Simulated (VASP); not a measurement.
Energy against volume of Fe (bcc). Level of theory: PBE GGA with D4 dispersion, VASP's PBE PAW potentials (set 64) (plane waves; VASP). Run with 520 eV cut-off, 18×18×18 Γ-centred mesh, first-order Methfessel-Paxton smearing of 0.10 eV, potentials Fe.

```
V (Å³/atom)  E (eV/atom)
-----------  -----------
10.717          -8.59384
11.049          -8.60182
11.380          -8.59656
11.711          -8.57902
```

Fit these four points and predict the energy of the run at 10.386 Å³/atom.

A cubic in V^(−2/3), the third-order Birch-Murnaghan form, passes through the four points with V0 = 11.08 Å³/atom and B0 = 212 GPa, and gives -8.5717 eV/atom there. The run gave -8.5705 eV/atom, +1.3 meV/atom from the fit; all five points give B0 = 216 GPa.

The compound is Fe in the bcc structure. It was relaxed first, which changed the volume by -6 %.
